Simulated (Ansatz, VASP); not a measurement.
# Cross-check of PtSe2 between VASP and Ansatz

Aim: how closely do two programs agree when they are given the same cell, functional and k mesh? The structure shown is the start of the Ansatz relaxation below; VASP solves that cell, so the two are compared at the walk's first step.

Calculated with Ansatz 0.2.0; plane waves, with VASP 6.6.1 beside it; single point at PBEsol.

**1. The structure**

The cell holds 3 atoms: 1 Pt and 2 Se. Cell: a = 3.724 Å, b = 3.724 Å, c = 28.862 Å, α = 90.0°, β = 90.0°, γ = 120.0°. As first built, before any earlier steps moved the atoms (in the runner's words): one layer cut from the layered crystal. Vacuum lies along c. The height across the vacuum is the one that the program set for its solve, not the one typed.

Structure file:

```cif
data_structure
_symmetry_space_group_name_H-M 'P 1'
_symmetry_Int_Tables_number 1
_cell_length_a 3.7240
_cell_length_b 3.7240
_cell_length_c 28.8620
_cell_angle_alpha 90.000
_cell_angle_beta 90.000
_cell_angle_gamma 120.000
_cell_volume 346.64
loop_
_atom_site_label
_atom_site_type_symbol
_atom_site_fract_x
_atom_site_fract_y
_atom_site_fract_z
_atom_site_occupancy
Pt1 Pt 0.00000 0.00000 0.32103 1
Se2 Se 0.66667 0.33333 0.36487 1
Se3 Se 0.33333 0.66667 0.27718 1
```

**2. Ansatz: relaxation, PBEsol**

Ansatz runs on its default PAW (the set named soft_2) files.

The two programs are compared at the cell with which this relaxation starts, whose forces are those of its first step.

input.yaml

```yaml
crystal:
  lattice:
    - [3.7239999979, 0.0, 0.0]
    - [-1.8619999989, 3.2250786018, 0.0]
    - [0.0, 0.0, 18.531]
  atoms:
    - { symbol: Pt, position: [0.0, 0.0, 0.5] }
    - { symbol: Se, position: [0.6666666667, 0.3333333333, 0.56829097] }
    - { symbol: Se, position: [0.3333333333, 0.6666666667, 0.43170903] }
  periodic: [true, true, false]
kpoints:
  mp_grid: { grid: [7, 7, 1] }
scf:
  occupations: { method: fermi_dirac, width: 0.05 }
hamiltonian:
  xc: pbesol
output:
  forces: true
  stress: true
relax:
  f_tol: 0.02
  max_steps: 50
  cell: {}
```

On the command line:

```console
> ansatz run input.yaml --threads 2 --pin off --max-ram 6144MiB --backend cpu --events-out ev --progress --plain --runs-dir out
```

Numbers of over 12 decimals in the logs are rounded to 6 here.

Log:

```text
Warning: crystal.periodic: the lattice vector that does not repeat stood 0.000° off the slab's normal, 18.531 Å along it as the deck builds it. The run solves the slab on a vector along the normal, 28.862 Å long, with every atom where it was (on the deck's vector they left 16.00 Å outside them, and the widest stretch free of ions among them is 1.27 Å). A fractional position that the run reports is one of the run's ce [...]
crystal.periodic: the lattice vector that does not repeat stood 0.000° off the slab's normal, 18.531 Å along it as the deck builds it. The run solves the slab on a vector along the normal, 28.862 Å long, with every atom where it was (on the deck's vector they left 16.00 Å outside them, and the widest stretch free of ions among them is 1.27 Å). A fractional position that the run reports is one of the run's cell, which [...]
Engine: ansatz 0.2.0, aarch64-unknown-linux-gnu
Pseudopotentials: kind: paw
Pseudopotential: Pt, paw, valence charge 18, recommended cutoff 420 eV (normal), Pt.paw.azcp
Pseudopotential: Se, paw, valence charge 16, recommended cutoff 420 eV (normal), Se.paw.azcp
Functional definition: PBEsol
  exchange = pbesol_x
  correlation = pbesol_c
Crystal: 3 atoms, lattice volume = 346.638 Å³
Basis set: ecut = 420 eV, 6817 PW (Γ), exchange–correlation on 50×50×400 points (8 copies of the dense FFT grid, shifted against one another)
Bands: 30, of which v1, the nominal top of the filled ones, is band 25 counted from 1 (24 counted from 0)
Symmetry: 12 space group operations
Space group: P-3m1 (ITA 164), of the structure as read, at distance tolerance 7.0e-5 Å
k-points: 8 of 49
Non-local potential: Pt, projectors of the file, l = 0: 3, l = 1: 2, l = 2: 2, l = 3: 1
Non-local potential: Se, projectors of the file, l = 0: 2, l = 1: 2, l = 2: 3, l = 3: 1
PAW form: soft (Blöchl's): semilocal exchange-correlation on the pseudo side does not see the compensation charge
PAW frozen core: Pt, regenerated for the run's functional, and the local potential with it (the file was generated under x = pbe(κ = 0.804, μ = 0.219515), c = pbe(β = 0.066725))
PAW frozen core: Se, regenerated for the run's functional, and the local potential with it (the file was generated under x = pbe(κ = 0.804, μ = 0.219515), c = pbe(β = 0.066725))
PAW one-centre angular grid: Pt, 590 points (default); XC on 64 Gauss nodes
PAW one-centre angular grid: Se, 590 points (default); XC on 64 Gauss nodes
Initial density: superposition of atomic densities (neutral atoms: chi_scale 0, normalization atom), corrected by the library's trained network
Initial wavefunctions: pseudopotential atomic-orbital guess
Functional: x = pbesol(κ = 0.804, μ = 0.123457), c = pbesol(β = 0.046)
SCF iter   1: F=—  HF=-23233.347185 eV  |F-HF|=—  |Δ(HF+E_count)|=         —  Δρ=1.60e-3  dr2=8.18e-3  ethr=1.77e-3  ⟨swp⟩=12.9  Hψ=1492  notcnv=0
[...]
iter 1 solved again at ethr=8.20e-6 eV; its pass at ethr=3.10e-3 eV (dr2=4.10e-3 eV) is discarded
SCF iter   1: F=—  HF=-23233.341998 eV  |F-HF|=—  |Δ(HF+E_count)|=         —  Δρ=1.58e-3  dr2=3.82e-3  ethr=8.20e-6  ⟨swp⟩=3.8  Hψ=1554  notcnv=0
preconditioner: auto → Resta (q_TF=auto, 1.980 Å⁻¹)  ε∞=2.0  [insulator: Δε(μ)=1.536 eV  Ē_g=9.472 eV  σ=0.050 eV  W_gap=1.00  n_scr=36 (ndim 8)  ℏωp=9.4 eV  f_vac=0.784  D(μ)=0.00/eV (n_scr^D=0)  ε∞_Penn≈2.0  vacuum switching on, ρ_ref=6.5e-3 e/Å³]
SCF iter   2: F=—  HF=-23233.341236 eV  |F-HF|=—  |Δ(HF+E_count)|=   7.62e-4  Δρ=7.45e-4  dr2=8.22e-4  ethr=7.64e-6  ⟨swp⟩=2.6  Hψ=386  notcnv=0
SCF iter   3: F=—  HF=-23233.341269 eV  |F-HF|=—  |Δ(HF+E_count)|=   3.23e-5  Δρ=4.40e-4  dr2=9.69e-4  ethr=1.64e-6  ⟨swp⟩=3.0  Hψ=505  notcnv=0
SCF iter   4: F=—  HF=-23233.341114 eV  |F-HF|=—  |Δ(HF+E_count)|=   1.55e-4  Δρ=8.22e-5  dr2=2.04e-5  ethr=1.64e-6  ⟨swp⟩=2.9  Hψ=400  notcnv=0
SCF iter   5: F=—  HF=-23233.341071 eV  |F-HF|=—  |Δ(HF+E_count)|=   4.25e-5  Δρ=2.16e-5  dr2=1.46e-6  ethr=4.07e-8  ⟨swp⟩=3.6  Hψ=434  notcnv=0
SCF iter   6: F=-23233.341072 eV  HF=-23233.341072 eV  |F-HF|=1.12e-7  |Δ(HF+E_count)|=   5.66e-7  Δρ=5.17e-6  dr2=2.33e-7  ethr=6.00e-10  ⟨swp⟩=7.9  Hψ=1168  notcnv=0
SCF 2 converged in 6 iterations: F = -23233.341072 eV  dr2 = 2.33e-7
relax step   2: F+E_penalty+E_count = -23233.34107161 eV  Δ(F+E_penalty+E_count) = -2.265e-3 eV  max|allowed force component| = 2.196e-1 eV/Å  Δτ_max = 0.0497 Å  P = -0.574 N/m  Ω = 341.741 Å³  energy of the carried Pulay correction = +1.782e-4 eV  fix = [c, alpha, beta]  reactions: c -0.000 N/m  (6 SCF iters, dr2 threshold 3.00e-7 eV, accepted)
[...]
relax step   3: F+E_penalty+E_count = -23233.34503202 eV  Δ(F+E_penalty+E_count) = -3.960e-3 eV  max|allowed force component| = 1.398e-2 eV/Å  Δτ_max = 0.0203 Å  P = -0.124 N/m  Ω = 342.752 Å³  energy of the carried Pulay correction = +1.412e-4 eV  fix = [c, alpha, beta]  reactions: c -0.000 N/m  (6 SCF iters, dr2 threshold 3.00e-7 eV, accepted)
[...]
relax step   4: F+E_penalty+E_count = -23233.34511249 eV  Δ(F+E_penalty+E_count) = -8.047e-5 eV  max|allowed force component| = 1.492e-3 eV/Å  Δτ_max = 0.0003 Å  P = -0.031 N/m  Ω = 342.340 Å³  energy of the carried Pulay correction = +1.563e-4 eV  fix = [c, alpha, beta]  reactions: c -0.000 N/m  (5 SCF iters, dr2 threshold 2.45e-8 eV, accepted)
[...]
relax step   5: F+E_penalty+E_count = -23233.34495013 eV  Δ(F+E_penalty+E_count) = +1.624e-4 eV  max|allowed force component| = 1.433e-3 eV/Å  Δτ_max = 0.0000 Å  P = -0.031 N/m  Ω = 342.340 Å³  fix = [c, alpha, beta]  reactions: c -0.000 N/m  stress off target by 3.07e-2 N/m on what of the cell is left free  SCF on the basis re-selected at this cell (its energy is not comparable with the rows above)  (6 SCF iters)
basis re-selected at this cell: Δ(F+E_penalty+E_count) = +1.624e-4 eV, ΔP = +0.000 N/m vs the last step (what re-selecting the basis moved, of the pressure what is left beyond the Pulay correction that the steps carried, after the strain that the cell walked since its last selection, with what the two solves' SCF thresholds leave and, on support functions, any second-order correction that the steps lacked; it is no m [...]
SCF converged after 6 iterations
Free energy (F): -23233.344950 eV
Harris-Foulkes:  -23233.344950 eV  (|F-HF|=6.91e-11)
Internal energy: -23233.344950 eV  (E = F + TS)
E sigma→0 (E₀):  -23233.344950 eV
Entropy (-TS):   -0.000000 eV (-0.000 meV/atom)
Fermi energy:    -4.947193 eV
--- Per-component energies (eV) ---
  E_band       = -1852.773912
  E_kinetic    = 874.439801
  E_local      = -119265.657233  (includes V_loc(G=0)·N_el)
  E_nonlocal   = -981.581502
  E_hartree    = 58938.037681
  E_xc         = -466.687678
  E_vxc        = -498.145438  (∫ρ·V_xc dr)
  E_paw        = -13053.188385  (= ΣΔE_a)
  E_vpaw       = 142.096266  (= ΣTr[D̂ρ^β])
  E_aug_tail   = -0.000990  (compensation charges beyond the density's cutoff)
  E_ewald      = 50718.989473
  E_core_change = 2.303882  (= ΣΔE_core)
  E_smearing   = -0.000000  (= −TS)
  E_closure    = 0.000000  (closes the sum)
  Σ components = -23233.344950   (vs F -23233.344950, Δ=0.00e0)
--- Forces (eV/Å), atoms counted from 1 ---
  atom   1  Pt    -0.00000000     0.00000000     0.00000000
  atom   2  Se     0.00000000    -0.00000000    -0.00143327
  atom   3  Se    -0.00000000     0.00000000     0.00143327
  max |Σ_I F_I| component: 1.04e-17 eV/Å
--- 2D stress c σ (N/m, compression-positive) ---
       -0.030735       0.000000      -0.000000
        0.000000      -0.030735      -0.000000
       -0.000000      -0.000000      -0.000000
  P = ½ c Tr σ = -0.0307 N/m
--- Relaxed structure (4 steps of the walk, 4 accepted, 1 SCFs on fresh bases) ---
  F+E_penalty+E_count = -23233.34495013 eV   max|allowed force component| = 1.433e-3 eV/Å   (the final SCF, on the basis selected at the relaxed cell)
  cell:  # Å, volume = 342.3405 Å³
    - [3.700842, -2.8687924705608854e-11, 0]
    - [-1.850421, 3.205024, 0]
    - [0, 0, 28.86199986028]
  atoms:
    - { symbol: Pt, position: [0, 0, 0.321028] }
    - { symbol: Se, position: [0.666667, 0.333333, 0.365900] }
    - { symbol: Se, position: [0.333333, 0.666667, 0.276155] }
```

**3. VASP: single point, PBEsol, start cell**

The same cell, functional, mesh and smearing now go to VASP, with its own data sets.

Lines of VASP's logs that name or quote its potential files are left out, and so is its time.

INCAR

```
SYSTEM = PtSe2
PREC = Accurate
ENCUT = 400
EDIFF = 1E-06
NELM = 120
ISMEAR = -1
SIGMA = 0.05
LREAL = .FALSE.
ALGO = Normal
GGA = PS
NBANDS = 17
LASPH = .TRUE.
LORBIT = 11
LWAVE = .FALSE.
LCHARG = .FALSE.
ISIF = 2
LDIPOL = .TRUE.
IDIPOL = 3
DIPOL = 0.5 0.5 0.321
LVHAR = .TRUE.
GGA_COMPAT = .FALSE.
EFERMI = MIDGAP
NELMDL = -8
```

POSCAR

```
PtSe2
1.0
    3.7240000000      0.0000000000      0.0000000000
   -1.8620000000      3.2250790000      0.0000000000
    0.0000000000      0.0000000000     28.8620000000
Pt Se
1 2
Direct
    0.0000000000      0.0000000000      0.3210276488
    0.6666666150      0.3333332300      0.3648742291
    0.3333332300      0.6666664600      0.2771810685
```

KPOINTS

```
Automatic mesh
0
Gamma
7 7 1
0 0 0
```

PAW data sets: Pt and Se (PBE family, release 64).

On the command line:

```console
> mpirun -np 1 vasp_std
```

Log:

```text
[banner, memory and clock lines left out]
running    1 mpi-ranks, on    1 nodes
 distrk:  each k-point on    1 cores,    1 groups
 distr:  one band on    1 cores,    1 groups

 POSCAR found type information on POSCAR PtSe
 POSCAR found :  2 types and       3 ions
|                                                                             |
|               ----> ADVICE to this user running VASP <----                  |
|                                                                             |
|     You enforced a specific xc type in the INCAR file but a different       |
|     [... a line on the potential file left out ...]
|     I HOPE YOU KNOW WHAT YOU ARE DOING!                                     |
|                                                                             |

 LDA part: xc-table for (Slater+PW92), standard interpolation
 POSCAR, INCAR and KPOINTS ok, starting setup
 FFT: planning ... GRIDC
 FFT: planning ... GRID_SOFT
 FFT: planning ... GRID
 WAVECAR not read
 entering main loop
       N       E                     dE             d eps       ncg     rms          rms(c)
DAV:   1     0.161758184414E+03    0.16176E+03   -0.60436E+03   272   0.737E+02
DAV:   2     0.211869149234E+01   -0.15964E+03   -0.15082E+03   443   0.151E+02
DAV:   3    -0.164379041731E+02   -0.18557E+02   -0.18341E+02   341   0.657E+01
DAV:   4    -0.167039041634E+02   -0.26600E+00   -0.26487E+00   355   0.936E+00
DAV:   5    -0.167093319127E+02   -0.54277E-02   -0.54167E-02   365   0.121E+00
DAV:   6    -0.167095566624E+02   -0.22475E-03   -0.22463E-03   399   0.219E-01
DAV:   7    -0.167095632454E+02   -0.65829E-05   -0.65829E-05   382   0.374E-02
DAV:   8    -0.167095635383E+02   -0.29293E-06   -0.29286E-06   388   0.664E-03    0.132E+01
DAV:   9    -0.159948944825E+02    0.71467E+00   -0.50753E+00   319   0.204E+01    0.697E+00
DAV:  10    -0.158481092449E+02    0.14679E+00   -0.14976E+00   312   0.117E+01    0.323E+00
DAV:  11    -0.157806712577E+02    0.67438E-01   -0.13699E-01   346   0.365E+00    0.703E-01
DAV:  12    -0.157777949684E+02    0.28763E-02   -0.29101E-02   377   0.134E+00    0.213E-01
DAV:  13    -0.157778965944E+02   -0.10163E-03   -0.11591E-03   334   0.228E-01    0.215E-01
DAV:  14    -0.157779262471E+02   -0.29653E-04   -0.19771E-05   372   0.355E-02    0.215E-01
[...]
DAV:  20    -0.157780165501E+02    0.10623E-03   -0.47560E-04   335   0.967E-02    0.154E-02
DAV:  21    -0.157780356074E+02   -0.19057E-04   -0.20729E-05   369   0.212E-02    0.388E-02
DAV:  22    -0.157780527796E+02   -0.17172E-04   -0.97162E-06   311   0.157E-02    0.119E-02
DAV:  23    -0.157780613457E+02   -0.85661E-05   -0.29552E-06   332   0.820E-03    0.204E-03
DAV:  24    -0.157780752966E+02   -0.13951E-04   -0.66643E-07   246   0.316E-03    0.236E-03
DAV:  25    -0.157780795571E+02   -0.42604E-05   -0.14848E-07   291   0.132E-03    0.130E-03
DAV:  26    -0.157780838260E+02   -0.42690E-05   -0.49141E-07   290   0.311E-03    0.363E-03
DAV:  27    -0.157780847909E+02   -0.96484E-06   -0.16275E-07   293   0.215E-03
   1 F= -.15778085E+02 E0= -.15778085E+02  d E =-.133374E-06
```

Parts of OUTCAR (step 3):

```text
ion  position               nearest neighbor table
   1  0.000  0.000  0.321-   3 2.49   2 2.49   2 2.49   3 2.49   3 2.49   2 2.49
   2  0.667  0.333  0.365-   1 2.49   1 2.49   1 2.49
   3  0.333  0.667  0.277-   1 2.49   1 2.49   1 2.49

  LATTYP: Found a hexagonal cell.
 ALAT       =     3.7240000000
 C/A-ratio  =     7.7502685285

 Subroutine GETGRP returns: Found 12 space group operations
 (whereof  6 operations were pure point group operations)

The static configuration has the point symmetry C_3v.
 The point group associated with its full space group is D_3d.

 Found      8 irreducible k-points:

   k-points           NKPTS =      8   k-points in BZ     NKDIM =      8   number of bands    NBANDS=     17

   dimension x,y,z NGX =    24 NGY =   24 NGZ =  192
   dimension x,y,z NGXF=    48 NGYF=   48 NGZF=  384

   ENCUT  =  400.0 eV  29.40 Ry    5.42 a.u.   6.07  6.07 47.07*2*pi/ulx,y,z

   NELECT =      22.0000    total number of electrons

 k-points in reciprocal lattice and weights: Automatic mesh
   0.00000000  0.00000000  0.00000000       0.020
   0.14285714  0.00000000  0.00000000       0.122
   0.28571429  0.00000000  0.00000000       0.122
   0.42857143  0.00000000  0.00000000       0.122
   0.14285714  0.14285714  0.00000000       0.122
   0.28571429  0.14285714  0.00000000       0.245
   0.42857143  0.14285714  0.00000000       0.122
   0.28571429  0.28571429  0.00000000       0.122

 dipolmoment           0.000000      0.000000      0.000003 electrons x Angstroem

 average (electrostatic) potential at core
       1 -77.7375       2 -61.6972       3 -61.6972

 E-fermi :  -3.0149

 k-point     1 :       0.0000    0.0000    0.0000
  band No.  band energies     occupation
    ...
      7      -6.7776      2.00000
      8      -4.9677      2.00000
      9      -4.3822      2.00000
     10      -3.8721      2.00000
     11      -3.8721      2.00000
     12      -0.7141      0.00000
     13      -0.7141      0.00000
     14       0.8377      0.00000
     15       1.3828      0.00000
     16       1.7854      0.00000
    ...

 k-point     2 :       0.1429    0.0000    0.0000
  band No.  band energies     occupation
    ...
      7      -6.9232      2.00000
      8      -5.6361      2.00000
      9      -4.0334      2.00000
     10      -3.9398      2.00000
     11      -3.9137      2.00000
     12      -1.8884      0.00000
     13      -1.0003      0.00000
     14       1.4987      0.00000
     15       1.8353      0.00000
     16       2.2535      0.00000
    ...

 k-point     3 :       0.2857    0.0000    0.0000
  band No.  band energies     occupation
    ...
      7      -7.0096      2.00000
      8      -6.1229      2.00000
      9      -4.7322      2.00000
     10      -4.4676      2.00000
     11      -4.0780      2.00000
     12      -2.2631      0.00000
     13      -1.1302      0.00000
     14       1.4235      0.00000
     15       2.5602      0.00000
     16       2.6849      0.00000
    ...

  Total       -0.0229627     -0.0229627      0.4985428      0.0000000      0.0000000     -0.0000000
  in kB       -0.1061345     -0.1061345      2.3042872      0.0000000      0.0000000     -0.0000000
  external PRESSURE =       0.6973394 kB  Pullay stress =       0.0000000 kB

  energy-cutoff  :      400.00
  volume of cell :      346.64
      direct lattice vectors                 reciprocal lattice vectors
     3.724000000  0.000000000  0.000000000     0.268528464  0.155034962  0.000000000
    -1.862000000  3.225079000  0.000000000     0.000000000  0.310069924  0.000000000
     0.000000000  0.000000000 28.862000000     0.000000000  0.000000000  0.034647634

 POSITION                                       TOTAL-FORCE (eV/Angst)
 -----------------------------------------------------------------------------------
      0.00000      0.00000      9.26550        -0.000000     -0.000000     -0.000000
      1.86200      1.07503     10.53100        -0.000000      0.000000      0.208333
      0.00000      2.15005      8.00000         0.000000      0.000000     -0.208333
 -----------------------------------------------------------------------------------
    total drift:                               -0.000000      0.000320      0.000116

  FREE ENERGIE OF THE ION-ELECTRON SYSTEM (eV)
  ---------------------------------------------------
  free  energy   TOTEN  =       -15.7780847909 eV

  energy  without entropy=      -15.7780846575  energy(sigma->0) =      -15.77808472

 vacuum level on the upper side and lower side of the slab         1.944         1.944

 total charge
# of ion       s       p       d       tot
------------------------------------------
    1        0.686   0.732   8.019   9.436
    2        1.477   2.252   0.062   3.791
    3        1.477   2.252   0.062   3.791
--------------------------------------------------
tot          3.640   5.235   8.143  17.018

[... 3 further parts left out ...]
```

The PAW data sets were made with PBE, which is usual practice but a small mismatch for other functionals.

**4. Comparison**

Known differences besides the potentials themselves: Ansatz cuts the interaction across the vacuum, VASP repeats the sheet with a dipole correction; the data sets hold 50 valence electrons in Ansatz (on its default PAW (the set named soft_2) files) and 22 in VASP; the cutoff is 420 eV in Ansatz and 400 eV in VASP; Ansatz makes its cores anew for this functional, VASP keeps those of its PBE data sets. Total energies have different zeros and are not compared.

Forces (eV/Å; atoms numbered as in POSCAR):

| atom | Ansatz x, y, z | VASP x, y, z |
| --- | --- | --- |
| Pt1 | 0.000, 0.000, 0.000 | 0.000, 0.000, 0.000 |
| Se2 | 0.000, 0.000, 0.196 | 0.000, 0.000, 0.208 |
| Se3 | 0.000, 0.000, -0.196 | 0.000, 0.000, -0.208 |

The forces differ by 5.7 meV/Å r.m.s., which is 5.8 % of the r.m.s. force of 0.098 eV/Å (both taken over all components). With vacuum in the cell, a pressure given here is an average over mostly empty space and none of the material.

**5. What came out**

- r.m.s. force difference (single point, PBEsol, start cell): 5.7 meV/Å

The r.m.s. force difference is 5.7 meV/Å (single point, PBEsol, start cell), within the 12 meV/Å picked in this series as the mark of a large difference. The data sets hold unlike numbers of valence electrons (50 in Ansatz and 22 in VASP), so part of the differences comes from the potentials. 1 further run of this series is not shown here. How closely two codes agree says nothing of how well the functional describes the real material.

[Lines on the potential files, build, host, timing and source positions are cut from VASP's logs without a mark.]

[Logs are printed without paths, hosts, clocks, repeated set-up lines and the standing remarks that a program may print on its own settings, such as how far it seeks lower states.]

[Hosts, paths, dates, database ids (printed as entryN), source tags and the programs' standing remarks are cut or masked in the printed files.]
